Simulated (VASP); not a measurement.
# CaBr (P-6m2) in VASP: single point with r2SCAN

Aim: the single point of CaBr with r2SCAN.

Everything below comes from runs of VASP 6.6.1. Logs are shortened: lines on timing, memory, paths and dates and some standing lists are left out, and cuts for length are marked.

## (1) The structure

It takes space group P-6m2 (No. 187, hexagonal). The conventional cell has a = 3.917 Å, b = 3.917 Å, c = 4.341 Å, α = 90.00°, β = 90.00°, γ = 120.00°. Ca (site symmetry -6m2) is surrounded by 6 Br at 3.13 Å. Br (site symmetry -6m2) has 6 Ca at 3.13 Å as nearest neighbours.

The cell comes from a database or a generator and needn't be the stable form of this composition.

## (2) Single point, r2SCAN

Input file POSCAR:

```
CaBr
1.0
    3.9170223800      0.0000000000      0.0000000000
   -1.9585111900      3.3922408900      0.0000000000
    0.0000000000      0.0000000000      4.3410340000
Ca Br
1 1
Direct
    0.0000000000      0.0000000000      0.0000000000
    0.3333333300      0.6666666700      0.5000000000
```

Input file INCAR.step1:

```
SYSTEM = CaBr
ALGO = Normal
EDIFF = 1E-4
ENCUT = 520
GGA = PE
ISMEAR = 1
LASPH = .True.
LCHARG = .False.
LREAL = .False.
LWAVE = .True.
NBANDS = 16
NELM = 100
PREC = Accurate
SIGMA = 0.1
```

Input file INCAR.step2:

```
SYSTEM = CaBr
ALGO = Normal
EDIFF = 1E-6
ENCUT = 520
ISIF = 2
ISMEAR = 1
ISTART = 1
LASPH = .True.
LCHARG = .False.
LMIXTAU = .True.
LREAL = .False.
LWAVE = .False.
METAGGA = R2SCAN
NBANDS = 16
NELM = 100
PREC = Accurate
SIGMA = 0.1
```

Input file KPOINTS:

```
k-points
0
Gamma
  7 7 5
  0 0 0
```

Potentials or basis: VASP PAW PBE potentials, release 64 (Ca_sv, Br).

Command:

```console
$ cat potpaw_PBE.64/Ca_sv/POTCAR potpaw_PBE.64/Br/POTCAR > POTCAR
$ cp INCAR.step1 INCAR
$ mpirun -np 1 vasp_std > vasp.out
$ cp INCAR.step2 INCAR
$ mpirun -np 1 vasp_std > vasp.out
```

OUTCAR:

```text
SYSTEM = CaBr
   EDIFF = 1E-6
   ENCUT = 520
   ISIF = 2
   ISMEAR = 1
   ISTART = 1
   LASPH = .True.
   LREAL = .False.
   METAGGA = R2SCAN
   NELM = 100
   PREC = Accurate

 ion  position               nearest neighbor table
   1  0.000  0.000  0.000-
   2  0.333  0.667  0.500-

  LATTYP: Found a hexagonal cell.
 ALAT       =     3.9170223800
 C/A-ratio  =     1.1082484548

  Lattice vectors:

 A1 = (   3.9170223800,   0.0000000000,   0.0000000000)
 A2 = (  -1.9585111900,   3.3922408900,   0.0000000000)
 A3 = (   0.0000000000,   0.0000000000,   4.3410340000)

Analysis of symmetry for initial positions (statically):
=====================================================================
 Subroutine PRICEL returns:
 Original cell was already a primitive cell.

 Routine SETGRP: Setting up the symmetry group for a
 hexagonal supercell.

 Subroutine GETGRP returns: Found 12 space group operations
 (whereof 12 operations were pure point group operations)
 out of a pool of 24 trial point group operations.

The static configuration has the point symmetry D_3h.

Analysis of symmetry for dynamics (positions and initial velocities):
=====================================================================
 Subroutine PRICEL returns:
 Original cell was already a primitive cell.

 Routine SETGRP: Setting up the symmetry group for a
 hexagonal supercell.

 Subroutine GETGRP returns: Found 12 space group operations
 (whereof 12 operations were pure point group operations)
 out of a pool of 24 trial point group operations.

The dynamic configuration has the point symmetry D_3h.

 Subroutine INISYM returns: Found 12 space group operations
 (whereof 12 operations are pure point group operations),
 and found     1 'primitive' translations

----------------------------------------------------------------------------------------

                                     Primitive cell

  volume of cell :      57.6814

  direct lattice vectors                    reciprocal lattice vectors
     3.917022380  0.000000000  0.000000000     0.255295963  0.147395193  0.000000000
    -1.958511190  3.392240890  0.000000000     0.000000000  0.294790386  0.000000000
     0.000000000  0.000000000  4.341034000     0.000000000  0.000000000  0.230359864

  length of vectors
     3.917022380  3.917022381  4.341034000     0.294790386  0.294790386  0.230359864

[... 78 lines left out ...]
   NELM   =    100;   NELMIN=  2; NELMDL=  0     # of ELM steps
   EDIFF  = 0.1E-05   stopping-criterion for ELM
   LREAL  =      F    real-space projection
   EDIFFG = 0.1E-04   stopping-criterion for IOM
   NSW    =      0    number of steps for IOM
   IBRION =     -1    ionic relax: 0-MD 1-quasi-New 2-CG
   NFREE  =      0    steps in history (QN), initial steepest desc. (CG)
   ISIF   =      2    stress and relaxation
   ISYM   =      2    0-nonsym 1-usesym 2-fastsym
   POTIM  = 0.5000    time-step for ionic-motion
   TEBEG  =    0.0;   TEEND  =   0.0 temperature during run
   PSTRESS=    0.0 pullay stress
   NELECT =      17.0000    total number of electrons
   NUPDOWN=      -1.0000    fix difference up-down
   EMIN   =  10.00;   EMAX   =-10.00  energy-range for DOS
   EFERMI =   0.00;   METHOD = LEGACY
   ISMEAR =     1;   SIGMA  =   0.10  broadening in eV -4-tet -1-fermi 0-gaus
   EFERMI_NEDOS =   21; number of points for ismear=-14 and -15
   IALGO  =     38    algorithm
   IMIX   =      4    mixing-type and parameters
     AMIX     =   0.40;   BMIX     =  1.00
     AMIX_MAG =   1.60;   BMIX_MAG =  1.00
  volume/ion in A,a.u.               =      28.84       194.63
  Fermi-wavevector in a.u.,A,eV,Ry     =   1.089463  2.058787 16.149159  1.186930
  Thomas-Fermi vector in A             =   2.225667
   LORBIT       =      0    0 simple, 1 ext, 2 COOP (PROOUT), +10 PAW based schemes
   METAGGA = R2SCAN    functional components
   LHFCALC =     F    Hartree Fock is set to
   AEXX    =    0.0000 exact exchange contribution
   IVDW    =     0    specifies the selected vdW correction
   LEPSILON=     F    determine dielectric tensor
   LRPA    =     F    only Hartree local field effects (RPA)
 non-spin polarized calculation
 Methfessel and Paxton  Order N= 1 SIGMA  =   0.10
  energy-cutoff  :      520.00
  volume of cell :       57.68
 maximum number of plane-waves:      1569
 NGX is ok and might be reduce to    30
   NGX = 15   NGY = 15   NGZ = 17

 number of electron      16.9999998 magnetization

 Free energy of the ion-electron system (eV)
  ---------------------------------------------------
  ext. energy  EPLUGINS =         0.00000000
  ---------------------------------------------------
  free energy    TOTEN  =       -23.07556901 eV

  energy without entropy =      -23.07663977  energy(sigma->0) =      -23.07592593

 E-fermi :   4.7747     XC(G=0):  -9.2255

 val. band max:        4.7735984201   @ k =   0.2857   0.0000   0.4000
 cond. band min:       4.8900500183   @ k =   0.2857   0.1429   0.0000
 fundamental gap:      0.1164515982
 Fermi energy:         4.7747306188

 k-point     1 :       0.0000    0.0000    0.0000
  band No.  band energies     occupation
      1     -39.5169      2.00000
      2     -19.7134      2.00000
      3     -19.5845      2.00000
      4     -19.5845      2.00000
      5     -13.7702      2.00000
      6      -1.2922      2.00000
[... 433 lines left out ...]
      3     -19.6777      2.00000
      4     -19.6457      2.00000
      5     -13.3519      2.00000
      6      -1.9708      2.00000
[... 8 lines left out ...]
     15       9.5478      0.00000
     16      10.8607      0.00000

------------------------ aborting loop because EDIFF is reached ----------------------------------------

  FORCE on cell =-STRESS in cart. coord.  units (eV):
  Direction    XX          YY          ZZ          XY          YZ          ZX
  --------------------------------------------------------------------------------------
  -------------------------------------------------------------------------------------
  Total       -0.1395400     -0.1395400     -0.0960063      0.0000000     -0.0000000      0.0000000
  in kB       -3.8759062     -3.8759062     -2.6667026      0.0000000     -0.0000000      0.0000000
  external PRESSURE =      -3.4728383 kB  Pullay stress =       0.0000000 kB

 VOLUME and BASIS-vectors are now :
 -----------------------------------------------------------------------------
  energy-cutoff  :      520.00
  volume of cell :       57.68
      direct lattice vectors                 reciprocal lattice vectors
     3.917022380  0.000000000  0.000000000     0.255295963  0.147395193  0.000000000
    -1.958511190  3.392240890  0.000000000     0.000000000  0.294790386  0.000000000
     0.000000000  0.000000000  4.341034000     0.000000000  0.000000000  0.230359864

 POSITION                                       TOTAL-FORCE (eV/Angst)
 -----------------------------------------------------------------------------------
      0.00000      0.00000      0.00000        -0.000000     -0.000000      0.000000
     -0.00000      2.26149      2.17052         0.000000      0.000000      0.000000
 -----------------------------------------------------------------------------------
    total drift:                                0.000013     -0.000007     -0.000000

  FREE ENERGIE OF THE ION-ELECTRON SYSTEM (eV)
  ---------------------------------------------------
  free  energy   TOTEN  =       -23.0755690111 eV

  energy  without entropy=      -23.0766397709  energy(sigma->0) =      -23.07592593
```

OUTCAR.step1:

```text
SYSTEM = CaBr
   EDIFF = 1E-4
   ENCUT = 520
   GGA = PE
   ISMEAR = 1
   LASPH = .True.
   LREAL = .False.
[... 676 lines left out ...]
      0.00000      0.00000      0.00000         0.000000     -0.000000      0.000000
     -0.00000      2.26149      2.17052        -0.000000      0.000000      0.000000
 -----------------------------------------------------------------------------------
    total drift:                                0.000013     -0.000007     -0.000000

  FREE ENERGIE OF THE ION-ELECTRON SYSTEM (eV)
  ---------------------------------------------------
  free  energy   TOTEN  =        -6.0395993144 eV

  energy  without entropy=       -6.0390322248  energy(sigma->0) =       -6.03941028
```

OSZICAR.step1:

```text
N       E                     dE             d eps       ncg     rms          rms(c)
DAV:   1     0.121737534292E+03    0.12174E+03   -0.74920E+03   768   0.935E+02
DAV:   2    -0.113467789570E-01   -0.12175E+03   -0.11679E+03   976   0.243E+02
DAV:   3    -0.581133434045E+01   -0.58000E+01   -0.56967E+01  1064   0.503E+01
DAV:   4    -0.606864168840E+01   -0.25731E+00   -0.25719E+00  1024   0.893E+00
DAV:   5    -0.607039169679E+01   -0.17500E-02   -0.17496E-02  1080   0.794E-01    0.457E+00
DAV:   6    -0.603767192068E+01    0.32720E-01   -0.61544E-02   952   0.199E+00    0.288E+00
DAV:   7    -0.604052456842E+01   -0.28526E-02   -0.74809E-02   992   0.232E+00    0.225E-01
DAV:   8    -0.603942906701E+01    0.10955E-02   -0.73523E-03   920   0.745E-01    0.635E-02
DAV:   9    -0.603958593981E+01   -0.15687E-03   -0.42925E-04  1024   0.152E-01    0.309E-02
DAV:  10    -0.603959931443E+01   -0.13375E-04   -0.30434E-05   456   0.496E-02
   1 F= -.60395993E+01 E0= -.60394103E+01  d E =-.567090E-03
```

It took 1.9 min on 1 thread of Intel Xeon Platinum 8488C (Sapphire Rapids), shared host; peak memory 0.18 GiB.

Results:

| Quantity | Value |
| --- | --- |
| Free energy | -23.0756 eV |
| Pressure | -0.3 GPa |
| Band gap on the k mesh | none (metal or under the smearing width) |

Stress tensor (GPa, compression positive):
```
-0.39  0.00  0.00
 0.00 -0.39  0.00
 0.00  0.00 -0.27
```

Levels at points of the mesh, in eV from the Fermi level:
```csv
k point,band 6,band 7,band 8,band 9,band 10,band 11,band 12,band 13
"(0.00, 0.00, 0.00)",-6.07,-5.06,-5.06,-1.77,0.77,2.51,2.51,3.07
```

Caveat: the PAW data sets were made with another functional, which shifts forces and pressure a little; an odd number of electrons without spin polarisation forces a metal; a magnetic or distorted state may lie lower.
